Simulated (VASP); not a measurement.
Runs of VASP 6.6.1 on ICs. The cell holds a molecule in a box, 2 atoms: a = 9.000 Å, b = 9.000 Å, c = 13.000 Å, α = 90.00°, β = 90.00°, γ = 90.00°. 

| task | level | cell | grid for exact exchange (PRECFOCK) | exchange at q = 0 | gap on the mesh (eV) | largest force (eV/Å) |
| --- | --- | --- | --- | --- | --- | --- |
| electron localisation function | PBE | as given | - | - | 2.50 | 0.02 |
| atomic charges | PBE+TS | as given | - | - | 2.50 | (b) |
| relaxation of the atoms | BLYP | atoms relaxed | - | - | (a) | 0.01 |
| single point | B3LYP+D4 | as given | Fast | truncated | 3.59 | 0.17 |
| relaxation of the atoms | optB88-vdW | atoms relaxed | - | - | 2.35 | - |
| single point | RPBE+D3(BJ) | as given | - | - | 2.35 | 0.33 |

Alike in all rows: potentials or basis VASP PAW PBE potentials, release 64 (I, Cs_sv); no spin polarisation; k mesh 1 × 1 × 1; cutoff (eV) 520; smearing gaussian 0.01 eV.

Q: Estimate the missing entries.

A: (a) 2.25; (b) 0.12.

Caveats: spin-orbit coupling is left out, which moves the levels of the heavy elements; the PAW data sets were made with another functional, which shifts forces and pressure a little (some runs).

A k mesh can miss the band edges, and the runs leave out spin-orbit coupling on Cs, I.

Not every run made on this cell is shown here.
